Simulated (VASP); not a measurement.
Take AlN (zinc blende), without spin-orbit terms, in VASP with PAW potentials, and its band gap.

Q: One run gives 3.31 eV. Which level is it?
(A) PBE-D3 (zero damping) (starting cell)
(B) vdW-DF2 (own cell)
(C) MS2 (own cell)
(D) SCAN (own cell)

A: A, PBE-D3 (zero damping) (starting cell).  The others give 3.93 (SCAN (own cell)), 3.80 (vdW-DF2 (own cell)), 3.66 (MS2 (own cell)).

Only levels that ran to the end are used. Left out are those held back, those with too coarse a band path, GW runs whose mesh misses a band edge, hybrids' fits of cells that aren't cubic and levels without matching references; a question may draw on a part of the rest.

The compound is AlN in the zinc blende structure, a metastable form; wurtzite is the usual one.
